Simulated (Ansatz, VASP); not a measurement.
**Cross-check of Ca3TiS between VASP and Ansatz**

One calculation is typed for both programs; each brings its own data sets. How far apart do they land? The two relaxations start from unlike cells of this crystal (the structure described is Ansatz's start), so only their ends are compared.

Program: Ansatz 0.2.0. Level of theory: plane waves, with VASP 6.6.1 beside it; relaxation of cell and atoms at PBE. Results are calculated unless marked as measured.

The structure was built from a prototype and need not be the compound's stable phase.

## 1. Starting point

The structure is cubic, space group Pm-3m (No. 221). Conventional cell: a = 5.190 Å, b = 5.190 Å, c = 5.190 Å, α = 90.00°, β = 90.00°, γ = 90.00°. Nearest to Ti lie 12 Ca at 3.67 Å. Nearest to Ca lie 2 S at 2.60 Å. Nearest to S lie 6 Ca at 2.60 Å. As first built, before any earlier steps moved the atoms (in the runner's words): all O replaced by S and Sn replaced by Ti in the Pm-3m structure of Ca3SnO. Farther neighbours and most contacts between anions are not listed.

As a file:

```cif
data_structure
_symmetry_space_group_name_H-M 'Pm-3m'
_symmetry_Int_Tables_number 221
_cell_length_a 5.1901
_cell_length_b 5.1901
_cell_length_c 5.1901
_cell_angle_alpha 90.000
_cell_angle_beta 90.000
_cell_angle_gamma 90.000
_cell_volume 139.81
loop_
_atom_site_label
_atom_site_type_symbol
_atom_site_symmetry_multiplicity
_atom_site_Wyckoff_symbol
_atom_site_fract_x
_atom_site_fract_y
_atom_site_fract_z
_atom_site_occupancy
Ti1 Ti 1 a 0.00000 0.00000 0.00000 1
Ca1 Ca 3 c 0.50000 0.50000 0.00000 1
S1 S 1 b 0.50000 0.50000 0.50000 1
```

## 2. Ansatz: relaxation of cell and atoms, PBE

Ansatz runs on its default PAW (the set named soft_2) files.

The relaxed volume is the usual yardstick between codes: in a stiff, nearly cubic crystal its relative difference is about their pressure difference at one cell divided by the bulk modulus.

Contents of input.yaml:

```yaml
crystal:
  lattice:
    - [5.19012005, 0.0, 0.0]
    - [0.0, 5.19012005, 0.0]
    - [0.0, 0.0, 5.19012005]
  atoms:
    - { symbol: Ti, position: [0.0, 0.0, 0.0] }
    - { symbol: Ca, position: [0.5, 0.5, 0.0] }
    - { symbol: Ca, position: [0.5, 0.0, 0.5] }
    - { symbol: Ca, position: [0.0, 0.5, 0.5] }
    - { symbol: S, position: [0.5, 0.5, 0.5] }
kpoints:
  mp_grid: { grid: [5, 5, 5] }
scf:
  occupations: { method: fermi_dirac, width: 0.05 }
hamiltonian:
  xc: pbe
output:
  forces: true
  stress: true
  write_density: true
  write_potential: true
  elf: true
  volumetric_format: npy
relax:
  f_tol: 0.02
  max_steps: 50
  cell: {}
```

Command:

```sh
> ansatz run input.yaml --threads 1 --pin off --max-ram 4096MiB --backend cpu --events-out ev --progress --plain --runs-dir out
```

Numbers of over 12 decimals in the logs are rounded to 6 here.

Output:

```text
Engine: ansatz 0.2.0, aarch64-unknown-linux-gnu
Pseudopotentials: kind: paw
Pseudopotential: Ti, paw, valence charge 12, recommended cutoff 420 eV (normal), Ti.paw.azcp
Pseudopotential: Ca, paw, valence charge 10, recommended cutoff 420 eV (normal), Ca.paw.azcp
Pseudopotential: S, paw, valence charge 6, recommended cutoff 420 eV (normal), S.paw.azcp
Functional definition: PBE
  parameter kappa = 0.804
  parameter beta = 0.066725
  exchange = pbe_x(kappa = kappa, mu = beta*pi^2/3)
  correlation = pbe_c(beta = beta)
Crystal: 5 atoms, lattice volume = 139.808 Å³
Basis set: ecut = 420 eV, 2777 PW (Γ), exchange–correlation on 72×72×72 points (8 copies of the dense FFT grid, shifted against one another)
Bands: 29, of which v1, the nominal top of the filled ones, is band 24 counted from 1 (23 counted from 0)
Symmetry: 48 space group operations
Space group: Pm-3m (ITA 221), of the structure as read, at distance tolerance 5.2e-5 Å
k-points: 10 of 125
Non-local potential: Ti, projectors of the file, l = 0: 3, l = 1: 2, l = 2: 3, l = 3: 1
Non-local potential: Ca, projectors of the file, l = 0: 3, l = 1: 2, l = 2: 2
Non-local potential: S, projectors of the file, l = 0: 2, l = 1: 2, l = 2: 2
PAW form: soft (Blöchl's): semilocal exchange-correlation on the pseudo side does not see the compensation charge
PAW one-centre angular grid: Ti, 590 points (default); XC on 64 Gauss nodes
PAW one-centre angular grid: Ca, 110 points (default); XC on 64 Gauss nodes
PAW one-centre angular grid: S, 110 points (default); XC on 64 Gauss nodes
Initial density: superposition of atomic densities (neutral atoms: chi_scale 0, normalization atom), corrected by the library's trained network
Initial wavefunctions: pseudopotential atomic-orbital guess
Functional: x = pbe(κ = 0.804, μ = 0.219515), c = pbe(β = 0.066725)
SCF iter   1: F=—  HF=-8853.130368 eV  |F-HF|=—  |Δ(HF+E_count)|=         —  Δρ=9.98e-3  dr2=1.66e-1  ethr=1.77e-3  ⟨swp⟩=7.2  Hψ=1473  notcnv=0
preconditioner: auto → Kerker (q_TF=auto, 2.283 Å⁻¹)  [metal: Δε(μ)=0.029 eV  Ē_g=2.897 eV  σ=0.050 eV  W_gap=0.14  n_scr=26 (ndim 8)  ℏωp=11.8 eV  f_vac=0.000  D(μ)=16.87/eV (n_scr^D=250)]
SCF iter   2: F=—  HF=-8853.120903 eV  |F-HF|=—  |Δ(HF+E_count)|=   9.47e-3  Δρ=5.41e-3  dr2=4.78e-2  ethr=3.46e-4  ⟨swp⟩=1.5  Hψ=377  notcnv=0
SCF iter   3: F=—  HF=-8853.117318 eV  |F-HF|=—  |Δ(HF+E_count)|=   3.58e-3  Δρ=1.30e-3  dr2=5.84e-3  ethr=9.96e-5  ⟨swp⟩=2.0  Hψ=357  notcnv=0
SCF iter   4: F=—  HF=-8853.116152 eV  |F-HF|=—  |Δ(HF+E_count)|=   1.17e-3  Δρ=4.31e-4  dr2=4.03e-4  ethr=1.22e-5  ⟨swp⟩=2.0  Hψ=367  notcnv=0
SCF iter   5: F=—  HF=-8853.116062 eV  |F-HF|=—  |Δ(HF+E_count)|=   9.00e-5  Δρ=1.72e-4  dr2=3.53e-5  ethr=8.41e-7  ⟨swp⟩=2.0  Hψ=352  notcnv=0
SCF iter   6: F=—  HF=-8853.115833 eV  |F-HF|=—  |Δ(HF+E_count)|=   2.29e-4  Δρ=3.26e-5  dr2=3.81e-6  ethr=7.36e-8  ⟨swp⟩=2.2  Hψ=420  notcnv=0
SCF iter   7: F=—  HF=-8853.115833 eV  |F-HF|=—  |Δ(HF+E_count)|=   1.87e-7  Δρ=1.06e-5  dr2=2.03e-7  ethr=7.94e-9  ⟨swp⟩=2.0  Hψ=365  notcnv=0
SCF iter   8: F=-8853.115833 eV  HF=-8853.115833 eV  |F-HF|=6.01e-9  |Δ(HF+E_count)|=   2.05e-8  Δρ=3.43e-6  dr2=2.08e-8  ethr=2.08e-10  ⟨swp⟩=8.2  Hψ=1689  notcnv=0
SCF 1 converged in 8 iterations: F = -8853.115833 eV  dr2 = 2.08e-8
  greatest PAW one-centre occupation: 0.999 electrons in one spin orbital (limit 2), on the Ti atom at site 0 (counted from 0), in its partial waves of l = 0
relax step   1: F+E_penalty+E_count = -8853.11583293 eV  Δ(F+E_penalty+E_count) = +0.000e0 eV  max|allowed force component| = 2.609e-29 eV/Å  Δτ_max = 0.0000 Å  P = +5.220 GPa  Ω = 139.808 Å³  (8 SCF iters, dr2 threshold 1.00e-7 eV, accepted)
[...]
relax step   2: F+E_penalty+E_count = -8853.38005308 eV  Δ(F+E_penalty+E_count) = -2.642e-1 eV  max|allowed force component| = 2.209e-30 eV/Å  Δτ_max = 0.0000 Å  P = +0.082 GPa  Ω = 157.355 Å³  energy of the carried Pulay correction = -6.568e-4 eV  (7 SCF iters, dr2 threshold 5.00e-7 eV, accepted)
[...]
relax step   3: F+E_penalty+E_count = -8853.38013356 eV  Δ(F+E_penalty+E_count) = -8.048e-5 eV  max|allowed force component| = 8.454e-30 eV/Å  Δτ_max = 0.0000 Å  P = +0.012 GPa  Ω = 157.668 Å³  energy of the carried Pulay correction = -6.679e-4 eV  (6 SCF iters, dr2 threshold 1.66e-8 eV, accepted)
[...]
relax step   4: F+E_penalty+E_count = -8853.38107654 eV  Δ(F+E_penalty+E_count) = -9.430e-4 eV  max|allowed force component| = 4.207e-30 eV/Å  Δτ_max = 0.0000 Å  P = +0.022 GPa  Ω = 157.668 Å³  stress off target by 2.19e-2 GPa  SCF on the basis re-selected at this cell (its energy is not comparable with the rows above)  (6 SCF iters)
basis re-selected at this cell: Δ(F+E_penalty+E_count) = -9.430e-4 eV, ΔP = +0.010 GPa vs the last step (what re-selecting the basis moved, of the pressure what is left beyond the Pulay correction that the steps carried, after the strain that the cell walked since its last selection, with what the two solves' SCF thresholds leave and, on support functions, any second-order correction that the steps lacked; it is no measure of the basis error at this ecutwfc). The dense FFT grid was sized anew with the basis: this SCF ran on 40×40×40 points, the steps before it on 36×36×36, so part of this shift can come from that change (see relax.cell in the input reference). [rest of the remark cut]
SCF converged after 6 iterations
Free energy (F): -8853.381077 eV
Harris-Foulkes:  -8853.381077 eV  (|F-HF|=5.46e-12)
Internal energy: -8853.241347 eV  (E = F + TS)
E sigma→0 (E₀):  -8853.311212 eV
Entropy (-TS):   -0.139730 eV (-27.946 meV/atom)
Fermi energy:    6.244838 eV
--- Per-component energies (eV) ---
  E_band       = -730.356660
  E_kinetic    = 1208.532574
  E_local      = -3771.664500  (includes V_loc(G=0)·N_el)
  E_nonlocal   = 230.836657
  E_hartree    = 1345.018586
  E_xc         = -602.586282
  E_vxc        = -717.885570  (∫ρ·V_xc dr)
  E_paw        = -4223.640686  (= ΣΔE_a)
  E_vpaw       = -370.213064  (= ΣTr[D̂ρ^β])
  E_aug_tail   = 0.000109  (compensation charges beyond the density's cutoff)
  E_ewald      = -3039.737805
  E_smearing   = -0.139730  (= −TS)
  E_closure    = 0.000000  (closes the sum)
  Σ components = -8853.381077   (vs F -8853.381077, Δ=0.00e0)
--- Forces (eV/Å), atoms counted from 1 ---
  atom   1  Ti    -0.00000000    -0.00000000     0.00000000
  atom   2  Ca    -0.00000000    -0.00000000     0.00000000
  atom   3  Ca     0.00000000     0.00000000     0.00000000
  atom   4  Ca     0.00000000     0.00000000    -0.00000000
  atom   5  S      0.00000000     0.00000000     0.00000000
  max |Σ_I F_I| component: 1.55e-29 eV/Å
--- Stress (GPa, compression-positive) ---
        0.021874      -0.000000      -0.000000
       -0.000000       0.021874       0.000000
       -0.000000       0.000000       0.021874
  P = ⅓ Tr σ = 0.0219 GPa (0.219 kbar)
--- Band table (eV; the first three rows and the last of 10) ---
  k-point 0: bands = [... 20 lower, 2.8700, 5.6207, 5.6207, 6.1413, 6.1413, 6.1413, 7.6196, 7.6196, ... 1 higher]
  k-point 1: bands = [... 20 lower, 3.2522, 5.6138, 5.7396, 6.2238, 6.2394, 6.2394, 7.3585, 7.3585, ... 1 higher]
  k-point 2: bands = [... 20 lower, 3.9386, 5.0790, 5.9552, 6.3950, 6.4773, 6.4773, 6.7790, 6.9542, ... 1 higher]
  k-point 9: bands = [... 20 lower, 4.7295, 5.9813, 6.0458, 6.0458, 6.1864, 6.1864, 6.3569, 6.8165, ... 1 higher]
--- Relaxed structure (3 steps of the walk, 3 accepted, 1 SCFs on fresh bases) ---
  F+E_penalty+E_count = -8853.38107654 eV   max|allowed force component| = 4.207e-30 eV/Å   (the final SCF, on the basis selected at the relaxed cell)
  cell:  # Å, volume = 157.6684 Å³
    - [5.402336, 0, 0]
    - [0, 5.402336, 0]
    - [0, 0, 5.402336]
  atoms:
    - { symbol: Ti, position: [0, 0, 0] }
    - { symbol: Ca, position: [0.5, 0.5, 0] }
    - { symbol: Ca, position: [0.5, 0, 0.5] }
    - { symbol: Ca, position: [0, 0.5, 0.5] }
    - { symbol: S, position: [0.5, 0.5, 0.5] }
```

## 3. VASP: relaxation of cell and atoms, PBE

Its own start cell and the same functional, mesh and smearing now go to VASP, with its own data sets.

Lines of VASP's logs that name or quote its potential files are left out, and so is its time.

Contents of INCAR:

```
SYSTEM = Ca3TiS
PREC = Accurate
ENCUT = 500
EDIFF = 1E-07
NELM = 120
ISMEAR = -1
SIGMA = 0.05
LREAL = .FALSE.
ALGO = Normal
GGA = PE
NBANDS = 30
LASPH = .TRUE.
LORBIT = 11
LWAVE = .FALSE.
LCHARG = .FALSE.
ISIF = 3
IBRION = 2
NSW = 80
EDIFFG = -0.005
GGA_COMPAT = .FALSE.
NELMIN = 4
KPAR = 2
```

Contents of POSCAR:

```
Ca3TiS
1.0
    5.4060094155      0.0000000000      0.0000000000
    0.0000000000      5.4060094155      0.0000000000
    0.0000000000      0.0000000000      5.4060094155
Ti Ca S
1 3 1
Direct
    0.0000000000      0.0000000000      0.0000000000
    0.5000000000      0.5000000000      0.0000000000
    0.5000000000      0.0000000000      0.5000000000
    0.0000000000      0.5000000000      0.5000000000
    0.5000000000      0.5000000000      0.5000000000
```

Contents of KPOINTS:

```
Automatic mesh
0
Gamma
5 5 5
0 0 0
```

The projector-augmented-wave data sets are Ti_sv, Ca_sv and S (PBE family, release 64).

Command:

```sh
> mpirun -np 2 vasp_std
```

Output:

```text
[banner, memory and clock lines left out]
running    2 mpi-ranks, on    1 nodes
 distrk:  each k-point on    1 cores,    2 groups
 distr:  one band on    1 cores,    1 groups

 POSCAR found type information on POSCAR TiCaS
 POSCAR found :  3 types and       5 ions
 LDA part: xc-table for (Slater+PW92), standard interpolation
 POSCAR, INCAR and KPOINTS ok, starting setup
 FFT: planning ... GRIDC
 FFT: planning ... GRID_SOFT
 FFT: planning ... GRID
 WAVECAR not read
 entering main loop
       N       E                     dE             d eps       ncg     rms          rms(c)
DAV:   1     0.503937577980E+03    0.50394E+03   -0.22887E+04   600   0.149E+03
DAV:   2     0.242569239887E+02   -0.47968E+03   -0.47008E+03   600   0.455E+02
DAV:   3    -0.200770821011E+02   -0.44334E+02   -0.43546E+02   960   0.115E+02
DAV:   4    -0.235569490006E+02   -0.34799E+01   -0.34206E+01   928   0.275E+01
DAV:   5    -0.238020756800E+02   -0.24513E+00   -0.24461E+00   962   0.659E+00    0.134E+01
DAV:   6    -0.304742017583E+02   -0.66721E+01   -0.14174E+02   796   0.244E+01    0.325E+01
DAV:   7    -0.190974914234E+02    0.11377E+02   -0.76960E+01   866   0.294E+01    0.814E+00
DAV:   8    -0.187850522056E+02    0.31244E+00   -0.67960E+00   772   0.736E+00    0.264E+00
DAV:   9    -0.187820709228E+02    0.29813E-02   -0.46105E-01   818   0.280E+00    0.139E+00
DAV:  10    -0.187842982487E+02   -0.22273E-02   -0.62519E-02   840   0.125E+00    0.410E-01
DAV:  11    -0.187839965372E+02    0.30171E-03   -0.12057E-02   802   0.533E-01    0.279E-01
DAV:  12    -0.187840913735E+02   -0.94836E-04   -0.18841E-03   774   0.256E-01    0.685E-02
DAV:  13    -0.187840694846E+02    0.21889E-04   -0.96979E-05   934   0.538E-02    0.332E-02
DAV:  14    -0.187840679135E+02    0.15711E-05   -0.31256E-05   724   0.285E-02    0.101E-02
DAV:  15    -0.187840676348E+02    0.27870E-06   -0.37079E-06   834   0.806E-03    0.699E-03
DAV:  16    -0.187840670936E+02    0.54116E-06   -0.75622E-07   724   0.514E-03    0.271E-03
DAV:  17    -0.187840670245E+02    0.69113E-07   -0.73496E-08   438   0.188E-03
   1 F= -.18784067E+02 E0= -.18714110E+02  d E =-.187841E+02
 curvature:   0.00 expect dE= 0.000E+00 dE for cont linesearch  0.000E+00
 trial: gam= 0.00000 g(F)=  0.000E+00 g(S)=  0.205E-04 ort = 0.000E+00 (trialstep = 0.100E+01)
 search vector abs. value=  0.205E-04
 bond charge predicted
       N       E                     dE             d eps       ncg     rms          rms(c)
DAV:   1    -0.187844925256E+02   -0.42543E-03   -0.71191E-03   752   0.697E-01    0.177E-01
DAV:   2    -0.187866759173E+02   -0.21834E-02   -0.18329E-02   800   0.455E-01    0.441E-01
DAV:   3    -0.187840773464E+02    0.25986E-02   -0.10470E-02   774   0.287E-01    0.415E-02
DAV:   4    -0.187840793757E+02   -0.20293E-05   -0.50910E-04   932   0.973E-02    0.144E-02
DAV:   5    -0.187840803797E+02   -0.10040E-05   -0.41992E-05   830   0.232E-02    0.753E-03
DAV:   6    -0.187840800970E+02    0.28270E-06   -0.43263E-06   800   0.788E-03    0.425E-03
DAV:   7    -0.187840793377E+02    0.75931E-06   -0.18813E-06   714   0.483E-03    0.173E-03
DAV:   8    -0.187840784714E+02    0.86631E-06   -0.64461E-07   830   0.289E-03    0.101E-03
DAV:   9    -0.187840785066E+02   -0.35277E-07   -0.29316E-08   384   0.862E-04
   2 F= -.18784079E+02 E0= -.18714098E+02  d E =-.114822E-04
 trial-energy change:   -0.000011  1 .order   -0.000012   -0.000021   -0.000003
 step:   1.1467(harm=  1.1467)  dis= 0.00000  next Energy=   -18.784079 (dE=-0.118E-04)
 reached required accuracy - stopping structural energy minimisation
```

From OUTCAR (step 3):

```text
ion  position               nearest neighbor table
   1  0.000  0.000  0.000-
   2  0.500  0.500  0.000-   5 2.70   5 2.70
   3  0.500  0.000  0.500-   5 2.70   5 2.70
   4  0.000  0.500  0.500-   5 2.70   5 2.70
   5  0.500  0.500  0.500-   2 2.70   3 2.70   4 2.70   2 2.70   3 2.70   4 2.70

  LATTYP: Found a simple cubic cell.
 ALAT       =     5.4060094155

 Subroutine GETGRP returns: Found 48 space group operations
 (whereof 48 operations were pure point group operations)

The static configuration has the point symmetry O_h .

 Found     10 irreducible k-points:

   k-points           NKPTS =     10   k-points in BZ     NKDIM =     10   number of bands    NBANDS=     30

   dimension x,y,z NGX =    40 NGY =   40 NGZ =   40
   dimension x,y,z NGXF=    80 NGYF=   80 NGZF=   80

   ENCUT  =  500.0 eV  36.75 Ry    6.06 a.u.   9.86  9.86  9.86*2*pi/ulx,y,z

   NELECT =      48.0000    total number of electrons

 k-points in reciprocal lattice and weights: Automatic mesh
   0.00000000  0.00000000  0.00000000       0.008
   0.20000000  0.00000000  0.00000000       0.048
   0.40000000  0.00000000  0.00000000       0.048
   0.20000000  0.20000000  0.00000000       0.096
   0.40000000  0.20000000  0.00000000       0.192
   0.40000000  0.40000000  0.00000000       0.096
   0.20000000  0.20000000  0.20000000       0.064
   0.40000000  0.20000000  0.20000000       0.192
   0.40000000  0.40000000  0.20000000       0.192
   0.40000000  0.40000000  0.40000000       0.064

 average (electrostatic) potential at core
       1 -78.5617       2 -47.1209       3 -47.1209       4 -47.1209       5 -88.9802

 E-fermi :   3.1352

 k-point     1 :       0.0000    0.0000    0.0000
  band No.  band energies     occupation
    ...
     22       2.5122      1.99999
     23       2.5122      1.99999
     24       3.0325      1.77281
     25       3.0325      1.77281
     26       3.0325      1.77281
     27       4.5093      0.00000
     28       4.5093      0.00000
     29       4.5093      0.00000
     30       5.1449      0.00000

 k-point     2 :       0.2000    0.0000    0.0000
  band No.  band energies     occupation
    ...
     22       2.5050      1.99999
     23       2.6312      1.99992
     24       3.1147      1.20222
     25       3.1303      1.04988
     26       3.1303      1.04988
     27       4.2480      0.00000
     28       4.2480      0.00000
     29       4.2487      0.00000
     30       4.4186      0.00000

 k-point     3 :       0.4000    0.0000    0.0000
  band No.  band energies     occupation
    ...
     19      -0.6865      2.00000
     20      -0.6865      2.00000
     21       0.8301      2.00000
     22       1.9688      2.00000
     23       2.8467      1.99378
     24       3.2849      0.09553
     25       3.3670      0.01922
     26       3.3670      0.01922
     27       3.6664      0.00005
     28       3.8447      0.00000
    ...

  Total        0.0034054      0.0034054      0.0034054      0.0000000      0.0000000     -0.0000000
  in kB        0.0345075      0.0345075      0.0345075      0.0000000      0.0000000     -0.0000000
  external PRESSURE =       0.0345075 kB  Pullay stress =       0.0000000 kB

  energy-cutoff  :      500.00
  volume of cell :      158.11
      direct lattice vectors                 reciprocal lattice vectors
     5.407397604  0.000000000 -0.000000000     0.184931842 -0.000000000  0.000000000
     0.000000000  5.407397604  0.000000000    -0.000000000  0.184931842  0.000000000
     0.000000000  0.000000000  5.407397604     0.000000000 -0.000000000  0.184931842

 POSITION                                       TOTAL-FORCE (eV/Angst)
 -----------------------------------------------------------------------------------
      0.00000      0.00000      0.00000        -0.000000      0.000000      0.000000
      2.70370      2.70370      0.00000         0.000000      0.000000      0.000000
      2.70370      0.00000      2.70370        -0.000000      0.000000      0.000000
      0.00000      2.70370      2.70370         0.000000      0.000000      0.000000
      2.70370      2.70370      2.70370         0.000000      0.000000      0.000000
 -----------------------------------------------------------------------------------
    total drift:                               -0.000000      0.000000     -0.000000

  FREE ENERGIE OF THE ION-ELECTRON SYSTEM (eV)
  ---------------------------------------------------
  free  energy   TOTEN  =       -18.7840785066 eV

  energy  without entropy=      -18.6441177234  energy(sigma->0) =      -18.71409811

 reached required accuracy - stopping structural energy minimisation

 total charge
# of ion       s       p       d       tot
------------------------------------------
    1        2.193   5.999   1.786   9.979
    2        2.053   5.847   0.236   8.136
    3        2.053   5.847   0.236   8.136
    4        2.053   5.847   0.236   8.136
    5        1.327   2.515   0.000   3.842
--------------------------------------------------
tot          9.678  26.056   2.493  38.228

[... 3 further parts left out ...]
```

CONTCAR:

```
Ca3TiS
   1.00000000000000
     5.4073976039908587    0.0000000000000000   -0.0000000000000000
     0.0000000000000000    5.4073976039908587    0.0000000000000000
     0.0000000000000000    0.0000000000000000    5.4073976039908587
  Ti              Ca              S
     1     3     1
Direct
     0.0000000000000000    0.0000000000000000    0.0000000000000000
     0.5000000000000000    0.5000000000000000    0.0000000000000000
     0.5000000000000000    0.0000000000000000    0.5000000000000000
     0.0000000000000000    0.5000000000000000    0.5000000000000000
     0.5000000000000000    0.5000000000000000    0.5000000000000000
```

The k-mesh is coarse for a metal.

## 4. Comparison

Known differences besides the potentials themselves: the cutoff is 420 eV in Ansatz and 500 eV in VASP; Ansatz adds a Pulay correction to the stress that steers its cell, VASP none. Total energies have different zeros and are not compared.

The two programs side by side:

| quantity | Ansatz | VASP | difference |
| --- | --- | --- | --- |
| volume (Å³) | 157.67 | 158.11 | -0.28 % |
| edge a after relaxation, in the typed setting (Å) | 5.402 | 5.407 | -0.09 % |

## 5. Results

```
difference in volume (relaxation of cell and atoms, PBE) : -0.28 %
```

The difference in volume is -0.28 % (relaxation of cell and atoms, PBE), within the 1.2 % picked in this series as the mark of a large difference, as far as the stopping tolerances let one tell. Such differences can come from data sets, numerical settings and the points named under the comparisons, not from the functional's error against experiment.

[Lines on the potential files, build, host, timing and source positions are cut from VASP's logs without a mark.]

[Logs are printed without paths, hosts, clocks, repeated set-up lines and the standing remarks that a program may print on its own settings, such as how far it seeks lower states.]

[Hosts, paths, dates, database ids (printed as entryN), source tags and the programs' standing remarks are cut or masked in the printed files.]
